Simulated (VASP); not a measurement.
Input:

```
KTaO3
1.0
    3.88297     0.00000     0.00000
    0.00000     3.88297     0.00000
    0.00000     0.00000     3.88297
K Ta O
1 1 3
Direct
  0.00000   0.00000   0.00000
  0.50000   0.50000   0.50000
  0.50000   0.00000   0.50000
  0.00000   0.50000   0.50000
  0.50000   0.50000   0.00000
```

Computed with PBEsol GGA, VASP's PBE PAW potentials (set 64) (plane waves; VASP). Run with 620 eV cut-off, 6×6×6 Γ-centred mesh, Gaussian smearing of 0.050 eV, potentials K_sv Ta_pv O.

Energy and stress use the plane-wave basis of the starting cell.

Problem. The ions, cell shape and volume at an external pressure of 30.0 GPa are relaxed. Which structure does the run end with?

Solution. 
```
KTaO3
1.0
    3.84035     0.00000     0.00000
    0.00000     3.84035     0.00000
    0.00000     0.00000     3.84035
K Ta O
1 1 3
Cartesian
  0.00000   0.00000   0.00000
  1.92017   1.92017   1.92017
  1.92017   0.00000   1.92017
  0.00000   1.92017   1.92017
  1.92017   1.92017   0.00000
```
Space group Pm-3m (221), at a tolerance of 0.03 Å.

Problem. How do energy and volume change from the first to the last step?

Solution. The energy (σ→0) changes by +58.8 meV/atom and the volume by -3.3 %, in 4 ionic steps.

The compound is KTaO3 in the cubic perovskite structure. This run relaxes it under an external pressure of 30 GPa. Symmetry was kept, so distortions that lower it aren't found.
